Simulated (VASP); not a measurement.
Level of theory: optB86b-vdW, VASP's PBE PAW potentials (set 64) (plane waves; VASP).

VASP input:

KPOINTS:
```
K-points
0
Gamma
 11 11 11
0 0 0
```

INCAR:
```
SYSTEM = PdIn
PREC = Accurate
ENCUT = 520
EDIFF = 1E-7
NELM = 100
ALGO = Normal
LREAL = .FALSE.
LASPH = .TRUE.
ISMEAR = 1
SIGMA = 0.1
GGA = MK
PARAM1 = 0.1234
PARAM2 = 1.0
LUSE_VDW = .TRUE.
AGGAC = 0.0
LMAXMIX = 4
LWAVE = .FALSE.
LCHARG = .FALSE.
ISIF = 2
```

POSCAR:
```
PdIn
3.2107630
  0.9999999480   0.0000000000   0.0000000000
  0.0000000000   0.9999999480   0.0000000000
  0.0000000000   0.0000000000   0.9999999480
In Pd
1 1
Cartesian
  0.4999999740   0.4999999740   0.4999999740
  0.0000000000   0.0000000000   0.0000000000
```

POTCAR, in this order: In_d Pd (PBE.64 set). Program: vasp_std.

Output of the run:

OSZICAR:
```
       N       E                     dE             d eps       ncg     rms          rms(c)
DAV:   1     0.165688380980E+03    0.16569E+03   -0.11476E+04  1724   0.202E+03
DAV:   2     0.418197010823E+01   -0.16151E+03   -0.15765E+03  1736   0.406E+02
DAV:   3    -0.297440602903E+01   -0.71564E+01   -0.70790E+01  2023   0.925E+01
DAV:   4    -0.309923914048E+01   -0.12483E+00   -0.12481E+00  2032   0.116E+01
DAV:   5    -0.310486271906E+01   -0.56236E-02   -0.56235E-02  2526   0.222E+00    0.733E+00
DAV:   6    -0.290454258330E+01    0.20032E+00   -0.50021E-01  1967   0.108E+01    0.341E+00
DAV:   7    -0.286284698853E+01    0.41696E-01   -0.77587E-02  2279   0.586E+00    0.153E+00
DAV:   8    -0.285492006767E+01    0.79269E-02   -0.18953E-02  1988   0.145E+00    0.434E-01
DAV:   9    -0.285401128219E+01    0.90879E-03   -0.20038E-03  2163   0.829E-01    0.606E-02
DAV:  10    -0.285401178353E+01   -0.50134E-06   -0.51957E-05  2338   0.126E-01    0.280E-02
DAV:  11    -0.285401339316E+01   -0.16096E-05   -0.47675E-06  1947   0.241E-02    0.364E-03
DAV:  12    -0.285401372476E+01   -0.33160E-06   -0.43432E-07  2247   0.671E-03    0.211E-03
DAV:  13    -0.285401366609E+01    0.58667E-07   -0.25479E-08  1155   0.186E-03
   1 F= -.28540137E+01 E0= -.28536074E+01  d E =-.121879E-02
```

OUTCAR:
```
------------------------ aborting loop because EDIFF is reached ----------------------------------------
  FORCE on cell =-STRESS in cart. coord.  units (eV):
  Direction    XX          YY          ZZ          XY          YZ          ZX
  --------------------------------------------------------------------------------------
  Total        1.7835287      1.7835287      1.7835287      0.0000000     -0.0000000      0.0000000
  in kB       86.3308470     86.3308470     86.3308470      0.0000000     -0.0000000      0.0000000
  external PRESSURE =      86.3308470 kB  Pullay stress =       0.0000000 kB
  volume of cell :       33.10
      direct lattice vectors                 reciprocal lattice vectors
     3.210762833  0.000000000  0.000000000     0.311452465  0.000000000  0.000000000
     0.000000000  3.210762833  0.000000000     0.000000000  0.311452465  0.000000000
     0.000000000  0.000000000  3.210762833     0.000000000  0.000000000  0.311452465
 POSITION                                       TOTAL-FORCE (eV/Angst)
 -----------------------------------------------------------------------------------
      1.60538      1.60538      1.60538         0.000000      0.000000      0.000000
      0.00000      0.00000      0.00000         0.000000      0.000000      0.000000
 -----------------------------------------------------------------------------------
    total drift:                                0.000000      0.000000     -0.000000
  FREE ENERGIE OF THE ION-ELECTRON SYSTEM (eV)
  ---------------------------------------------------
  free  energy   TOTEN  =        -2.8540136661 eV

  energy  without entropy=       -2.8527948786  energy(sigma->0) =       -2.85360740
```
(Selected blocks of OUTCAR.)

The compound is PdIn in the CsCl type structure. This cell is one point of a volume scan, at 0.94 of the reference volume. The electron count is odd and the run is not spin-polarised, which forces a metal.
